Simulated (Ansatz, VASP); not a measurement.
# Te: VASP beside Ansatz, part 2 of 2

Wanted: the spread between two codes on one cell, functional and k mesh. The cell is taken from a series of runs on this material, whose earlier steps may have relaxed, scaled, displaced or heated it; both programs get it as it stands.

VASP 6.6.1 and Ansatz 0.2.0.

So far: The structure; VASP: G0W0 gap, PBE0 form with 20 % exact exchange with an exact-exchange share of 0.2.

## (3) Ansatz: G0W0 gap, PBE0 form with 20 % exact exchange with an exact-exchange share of 0.2

Level of this step: Ansatz beside VASP: Kohn-Sham DFT, plane waves, PBE0 form with 20 % exact exchange (Ansatz).

Ansatz runs on its PAW soft_1 files.

The same cell, functional and mesh now go to Ansatz, which takes its cutoff from its data sets.

input.yaml

```yaml
crystal:
  lattice:
    - [4.4572, 0.0, 0.0]
    - [-2.2286, 3.8600484297, 0.0]
    - [0.0, 0.0, 5.929]
  atoms:
    - { symbol: Te, position: [0.2633, 0.0, 0.3333333333] }
    - { symbol: Te, position: [0.0, 0.2633, 0.6666666667] }
    - { symbol: Te, position: [0.7367, 0.7367, 0.0] }
kpoints:
  mp_grid: { grid: [6, 6, 4] }
hamiltonian:
  xc: { exchange: pbe, correlation: pbe, exx: { coeff: 0.2 } }
  pseudopotentials: { kind: paw, azcp: { folder: soft_1 } }
scf:
  occupations: { method: fixed }
gw:
  n_empty_bands: 425
  ecut_chi: 150.0
  qp_bands: [v2, c2]
  qp_kpoints: band_edges
  screening: { model: contour_deformation }
```

Launch:

```bash
$ ansatz run input.yaml --threads 2 --pin off --max-ram 73728MiB --backend cuda --events-out ev --progress --plain --runs-dir out --devices 1 --max-vram 13GiB
```

Numbers of over 12 decimals in the logs are rounded to 6 here.

The program printed:

```text
GPUs: using 1 of 1 available (devices: 1).
Engine: ansatz 0.2.0, x86_64-unknown-linux-gnu
Pseudopotentials: kind: paw
Pseudopotential: Te, paw, valence charge 16, recommended cutoff 420 eV (normal), soft_1/Te.paw.azcp
Functional definition: unnamed
  parameter a_1 = 0.2
  exchange = (1 - a_1)*pbe_x + a_1*exact_x
  correlation = pbe_c
davidson cushion auto → on  (no smearing: the cushion is to keep the highest requested band from converging to the state above it; pin scf.eigensolver.cushion to override)
device memory: the entry about to start is reckoned to put 1.0 GiB on a device that reports 50.0 GiB free (of which the cap on the GPU budget leaves the run 13.0 GiB)
GPU FFT provider: cuFFT
GPU libraries: cuBLAS 13.8.2, cuFFT 12.4.0, cuSOLVER 12.3.4
Crystal: 3 atoms, lattice volume = 102.008 Å³
Basis set: ecut = 420 eV, 2017 PW (Γ)
Bands: 29, of which v1, the nominal top of the filled ones, is band 24 counted from 1 (23 counted from 0)
Symmetry: 6 space group operations
Space group: P3121 (ITA 152), of the structure as read, at distance tolerance 4.7e-5 Å
k-points: 24 of 144 (time reversal used)
Non-local potential: Te, projectors of the file, l = 0: 2, l = 1: 2, l = 2: 2, l = 3: 1
PAW form: soft (Blöchl's): semilocal exchange-correlation on the pseudo side does not see the compensation charge
PAW frozen core: Te, regenerated for the run's functional, and the local potential with it (the file was generated under x = pbe(κ = 0.804, μ = 0.219515), c = pbe(β = 0.066725))
PAW one-centre angular grid: Te, 590 points (default); XC on 64 Gauss nodes
Initial density: superposition of atomic densities (chi_scale 0.1, normalization cell)
Initial wavefunctions: pseudopotential atomic-orbital guess
GPU buffer pool allocated for 36000 grid points (all kernels)
GPU transforms: local potential and band sums: pruned to the plane-wave sphere, on 30×30×40
Functional: x = pbe(κ = 0.804, μ = 0.219515), c = pbe(β = 0.066725), warm-up for x = 0.8 pbe(κ = 0.804, μ = 0.219515) + 0.2 exact, c = pbe(β = 0.066725)
iter 1 solved again at ethr=4.09e-4 eV; its pass at ethr=1.00e-1 eV (dr2=1.96e-1 eV) is discarded
SCF iter   1: F=—  HF=-20940.144150 eV  |F-HF|=—  |Δ(HF+E_count)|=         —  Δρ=1.60e-2  dr2=1.91e-1  ethr=4.09e-4  ⟨swp⟩=6.4  Hψ=4207  notcnv=0
preconditioner: auto → none  [insulator: Δε(μ)=0.240 eV  Ē_g=8.688 eV  n_scr=22 (ndim 8)  ℏωp=15.6 eV  f_vac=0.011]
SCF iter   2: F=—  HF=-20940.127658 eV  |F-HF|=—  |Δ(HF+E_count)|=   1.65e-2  Δρ=7.41e-3  dr2=3.74e-2  ethr=3.98e-4  ⟨swp⟩=2.0  Hψ=1536  notcnv=0
iter 3 solved again at ethr=6.23e-6 eV; its pass at ethr=7.80e-5 eV (dr2=2.99e-3 eV) is discarded
SCF iter   3: F=—  HF=-20940.129997 eV  |F-HF|=—  |Δ(HF+E_count)|=   2.34e-3  Δρ=1.49e-3  dr2=3.00e-3  ethr=6.23e-6  ⟨swp⟩=3.1  Hψ=3381  notcnv=0
SCF iter   4: F=—  HF=-20940.129230 eV  |F-HF|=—  |Δ(HF+E_count)|=   7.68e-4  Δρ=4.24e-4  dr2=9.02e-5  ethr=6.23e-6  ⟨swp⟩=3.2  Hψ=1984  notcnv=0
SCF iter   5: F=—  HF=-20940.129257 eV  |F-HF|=—  |Δ(HF+E_count)|=   2.78e-5  Δρ=9.73e-5  dr2=9.51e-6  ethr=1.88e-7  ⟨swp⟩=3.8  Hψ=2189  notcnv=0
SCF iter   6: F=-20940.129251 eV  HF=-20940.129251 eV  |F-HF|=2.95e-7  |Δ(HF+E_count)|=   6.01e-6  Δρ=2.09e-5  dr2=4.47e-7  ethr=1.98e-8  ⟨swp⟩=3.0  Hψ=2225  notcnv=0
SCF 1 stopped early in 6 iterations: F = -20940.129251 eV  dr2 = 4.47e-7
  greatest PAW one-centre occupation: 0.998 electrons in one spin orbital (limit 2), on the Te atom at site 2 (counted from 0), in its partial waves of l = 2
device memory: the entry about to start is reckoned to put 1.5 GiB (of the 1.6 GiB reckoned in all, the device holds 0.1 GiB already) on a device that reports 50.4 GiB free (of which the cap on the GPU budget leaves the run 12.9 GiB)
GPU FFT provider: cuFFT
GPU libraries: cuBLAS 13.8.2, cuFFT 12.4.0, cuSOLVER 12.3.4
Initial density: handed on by an earlier stage of this run
Initial wavefunctions: those handed on with the density
GPU buffer pool allocated for 36000 grid points (all kernels)
GPU transforms: local potential and band sums: pruned to the plane-wave sphere, on 30×30×40
Functional: x = 0.8 pbe(κ = 0.804, μ = 0.219515) + 0.2 exact, c = pbe(β = 0.066725)
Exchange kernel: α = 0.2000, full range, Wigner–Seitz truncation, v(0) = 20656.4841 eV·Å³, q-mesh 6×6×4, nearest image of the exchange supercell L = 23.72 Å, pair-density grid 20×20×27, without the augmentation charges, whose exchange is taken in its separable form by FFT convolution over the k-point mesh (sized by the pseudopotential files, 27×27×40 at the most), smooth part of the exact exchange by density-matrix convolution in up to 4.44 GiB of GPU memory as planned if the GPU has room (build and FFT work areas not counted)
Frozen-core exchange: fock
SCF iter   1: F=—  HF=-20948.514667 eV  |F-HF|=—  |Δ(HF+E_count)|=         —  Δρ=3.06e-3  dr2=7.96e-3  ethr=9.30e-9  ⟨swp⟩=10.2  Hψ=4456  notcnv=0
[...]
SCF iter   3: F=-20948.525179 eV  HF=-20948.525179 eV  |F-HF|=3.96e-9  |Δ(HF+E_count)|=   2.95e-8  Δρ=7.35e-6  dr2=2.60e-8  ethr=3.39e-10  ⟨swp⟩=3.0  Hψ=1616  notcnv=0
SCF 3 converged in 3 iterations: F = -20948.525179 eV  dr2 = 2.60e-8
  greatest PAW one-centre occupation: 0.998 electrons in one spin orbital (limit 2), on the Te atom at site 1 (counted from 0), in its partial waves of l = 2
[...]
Exchange-term sweep: 21 of 24 (spin, k) points
Exchange-term sweep: 22 of 24 (spin, k) points
Exchange-term sweep: 23 of 24 (spin, k) points
Exchange-term sweep: 24 of 24 (spin, k) points
G₀W₀ screening: q 1/24
[... further progress lines ...]
hybrid SCF converged: 2 outer / 9 inner (+6 warm-up), last move |dexx| = 7.05e-7 eV, tail = 7.63e-8 eV
Stability not checked: this state was not tested for a lower state beside it, because the functional holds exact exchange (a hybrid, or Hartree-Fock), whose exchange loop this test does not read (fock_operator; see scf.lower_state_search)
Free energy (F): -20948.525179 eV
Frozen-core exchange: fock
Harris-Foulkes:  -20948.525179 eV  (|F-HF|=3.96e-9)
Internal energy: -20948.525179 eV  (E = F + TS)
E sigma→0 (E₀):  -20948.525179 eV
Fermi energy:    8.235381 eV
--- Per-component energies (eV) ---
  E_band       = -897.189053
  E_kinetic    = 514.034328
  E_local      = -4941.256410  (includes V_loc(G=0)·N_el)
  E_nonlocal   = 190.799110
  E_hartree    = 2459.398495
  E_xc         = -300.163090
  E_vxc        = -250.309012  (∫ρ·V_xc dr)
  E_exx        = -123.840613  (= α·E_x^exact, valence–valence)
  E_paw        = -13960.191390  (= ΣΔE_a)
  E_vpaw       = -1081.574106  (= ΣTr[D̂ρ^β])
  E_aug_tail   = 0.000271  (compensation charges beyond the density's cutoff)
  E_ewald      = -4786.899832
  E_core_change = -0.406048  (= ΣΔE_core)
  E_smearing   = -0.000000  (= −TS)
  E_closure    = 0.000000  (closes the sum)
  Σ components = -20948.525179   (vs F -20948.525179, Δ=3.64e-12)
--- Band table (eV; the first three rows and the last of 24) ---
  k-point 0: bands = [... 20 lower, 5.2449, 6.3547, 6.3547, 7.3249, 10.1635, 10.1635]
  k-point 1: bands = [... 20 lower, 5.4928, 6.5114, 6.5999, 7.2581, 9.8219, 9.8343]
  k-point 2: bands = [... 20 lower, 5.3028, 6.6599, 7.0165, 7.0165, 9.5864, 9.6934]
  k-point 23: bands = [... 20 lower, 2.7028, 7.0563, 8.2354, 8.2354, 9.1935, 10.5702]
  guard bands above this table: 3 of the run's 29 bands. The solve was not asked for them (output.publish_guard_bands: true or output.eigenvalues: true publishes all)
--- G₀W₀: contour deformation, 7 samples at zero and on the imaginary axis and 1 off it, 144 q-points, 425 empty bands' worth ---
  eigenvalues of the whole cell's RPA ε∞ on this k-mesh (on a slab, of 1 + 4πα/V) = 19.0434, 19.0434, 23.6042; static W/v taken at q = 0 is 0.048541
  bands read: the sum over 449 bands ends inside a degenerate multiplet in 1 slot, whose members it reads at an even weight; the widest, k=0: bands 449 to 450 (counted from 1) at 1/2 each
  gw.qp_kpoints: band_edges: 11 of 24 stored k-points solved, in 1 pass; an edge of the gap read off the rows below is read off those points alone
    valence top: of the k-points left out ik 20 came nearest to being solved in a further pass, in band 24 (counted from 1, as in the quasiparticle table): it holds the edge there only if its correction is more favourable than any solved in that band by at least 0.538 eV; those differ by 0.055 eV
    conduction bottom: of the k-points left out ik 1 came nearest to being solved in a further pass, in band 26 (counted from 1, as in the quasiparticle table): it holds the edge there only if its correction is more favourable than any solved in that band by at least 0.525 eV; those differ by 0.077 eV
    ik  band        ε_KS         Σx   Σc(E_QP)       V_xc       Z   E_QP_lin       E_QP  E_QP is
     2    23      7.0165   -15.3778     1.1596   -14.1972  0.7586     6.9955     6.9955  root
     2    24      7.0165   -15.3778     1.1596   -14.1972  0.7586     6.9955     6.9955  root
     2    25      9.5864   -10.0966    -3.1796   -12.9386  0.7732     9.2504     9.2487  root
     2    26      9.6934    -9.5071    -3.4255   -12.5881  0.7808     9.3507     9.3489  root
     3    23      7.1826   -15.5132     1.0454   -14.4449  0.7615     7.1596     7.1596  root
     3    24      7.3546   -15.2694     0.9269   -14.3079  0.7648     7.3199     7.3200  root
     3    25      9.9608   -10.3930    -3.3857   -13.4521  0.7731     9.6359     9.6342  root
     3    26     10.0794   -10.3902    -3.4428   -13.4987  0.7692     9.7469     9.7451  root
     4    23      7.1123   -15.2931     1.0544   -14.2136  0.7613     7.0872     7.0872  root
     4    24      7.2848   -15.5691     0.8583   -14.6872  0.7647     7.2611     7.2611  root
     4    25      9.7679   -10.3047    -3.2199   -13.1879  0.7744     9.4328     9.4311  root
     4    26      9.9966   -10.0354    -3.4476   -13.1461  0.7748     9.6615     9.6597  root
     7    23      7.0912   -15.2267     0.8753   -14.3191  0.7645     7.0589     7.0589  root
     7    24      7.2870   -15.4950     0.9995   -14.4648  0.7635     7.2563     7.2563  root
     7    25     10.0189   -10.0861    -3.3745   -13.1227  0.7743     9.6827     9.6810  root
     7    26     10.2210    -9.8609    -3.4950   -13.0139  0.7727     9.8809     9.8789  root
     8    23      6.6808   -15.0223     1.0046   -14.0082  0.7583     6.6714     6.6714  root
     8    24      7.6684   -14.8656     0.5072   -14.3012  0.7722     7.6111     7.6112  root
     8    25      9.8798   -10.6095    -3.1483   -13.4250  0.7755     9.5487     9.5470  root
     8    26     10.5828    -9.9048    -3.4893   -13.0505  0.7692    10.2414    10.2392  root
    11    23      7.0053   -14.9241     0.8937   -13.9997  0.7636     6.9745     6.9745  root
    11    24      7.2728   -15.4999     0.9580   -14.5088  0.7644     7.2397     7.2397  root
    11    25     10.0083    -9.9840    -3.3440   -12.9844  0.7764     9.6665     9.6647  root
    11    26     10.1368    -9.7974    -3.4362   -12.8952  0.7744     9.8003     9.7984  root
[...]
19    23      6.9369   -15.0604     0.7994   -14.2464  0.7624     6.9222     6.9222  root
    19    24      7.8293   -15.1024     0.4686   -14.5773  0.7727     7.7727     7.7728  root
    19    25     10.0110   -10.8756    -3.2094   -13.7584  0.7716     9.6860     9.6844  root
    19    26     10.7762   -10.3114    -3.5081   -13.4807  0.7631    10.4398    10.4375  root
    23    23      8.2354   -15.4773     0.4417   -14.9600  0.7749     8.1597     8.1598  root
    23    24      8.2354   -15.4773     0.4417   -14.9600  0.7749     8.1597     8.1598  root
    23    25      9.1935   -10.6067    -3.1639   -13.4882  0.7795     8.9122     8.9112  root
    23    26     10.5702   -10.1309    -3.4849   -13.2946  0.7670    10.2510    10.2491  root
```

## (4) Differences

Known differences besides the potentials themselves: exact exchange at q = 0 is treated differently, which shows on coarse meshes; VASP keeps PBE cores, Ansatz makes them for the functional; fixed occupations in Ansatz, narrow Gaussian smearing in VASP; the data sets hold 48 valence electrons in Ansatz (on its PAW soft_1 files) and 18 in VASP; the cutoff is 420 eV in Ansatz and 300 eV in VASP; Ansatz integrates over frequency by contour deformation, VASP on a grid of NOMEGA points; Ansatz's G0W0 levels solve the quasiparticle equation, VASP's are linearised. Total energies have different zeros and are not compared.

Compared:

```csv
quantity,Ansatz,VASP,difference
G0W0 gap on the mesh (eV),0.75,0.77,-0.02
Kohn-Sham gap under it (eV),0.96,0.95,0.00
```

## (5) What came out

| Quantity | Value |
| --- | --- |
| difference in G0W0 gap on the mesh (G0W0 gap, PBE0 form with 20 % exact exchange with an exact-exchange share of 0.2) | -0.019 eV |

**Reading.** The difference in G0W0 gap on the mesh is -0.019 eV (G0W0 gap, PBE0 form with 20 % exact exchange with an exact-exchange share of 0.2). The data sets hold unlike numbers of valence electrons (48 in Ansatz and 18 in VASP), so part of the differences comes from the potentials. Such differences can come from data sets, numerical settings and the points named under the comparisons, not from the functional's error against experiment.

[Lines on the potential files, build, host, timing and source positions are cut from VASP's logs without a mark.]

[Logs are printed without paths, hosts, clocks, repeated set-up lines and the standing remarks that a program may print on its own settings, such as how far it seeks lower states.]

[Hosts, paths, dates, database ids (printed as entryN), source tags and the programs' standing remarks are cut or masked in the printed files.]
